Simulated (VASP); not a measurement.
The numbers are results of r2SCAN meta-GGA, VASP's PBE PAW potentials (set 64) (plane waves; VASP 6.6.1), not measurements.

Input for VASP

### INCAR
```
# general
SYSTEM  = SnO
PREC    = Accurate
ENCUT   = 520
LREAL   = .False.
LASPH   = .True.

# electronic loop
EDIFF   = 1E-6
NELM    = 100
ALGO    = Normal
LMAXMIX = 4
LMIXTAU = .True.

# smearing
ISMEAR  = 1
SIGMA   = 0.1

# functional
METAGGA = R2SCAN

# ions
IBRION  = 2
NSW     = 60
ISIF    = 3
EDIFFG  = -0.02

# output
LWAVE   = .False.
LCHARG  = .False.
```

**POSCAR**
```
SnO
1
    3.4817811574     0.0000000119    -0.0000000000
   -1.7408910640     3.0153107264     0.0000000000
   -0.0000000000     0.0000000000     6.0958526020
Sn O
2 2
Direct
  0.0000000000   0.0000000000   0.0000000000
  0.0000000000   0.0000000000   0.5000000000
  0.3333330000   0.6666670000   0.2500000000
  0.6666670000   0.3333330000   0.7500000000
```

**KPOINTS**
```
Automatic mesh
0
G
 9 9 5
```

POTCAR, in this order: Sn_d O (PBE.64 set). Program: vasp_std.

Question: What will the output report for the number of irreducible k-points (NKPTS), number of bands (NBANDS), largest plane-wave count, number of space-group operations, FFT grid (NGX, NGY, NGZ)?

Answer: 
- number of irreducible k-points (NKPTS): 36
- number of bands (NBANDS): 24
- largest plane-wave count: 1741
- number of space-group operations: 24
- FFT grid (NGX, NGY, NGZ): 28 × 28 × 48

The structure was generated: SnO was put into the NiAs type (P6_3/mmc), which need not be its known phase. This run relaxes it. Symmetry was kept, so distortions that lower it aren't found. The start is the result of an earlier pass.
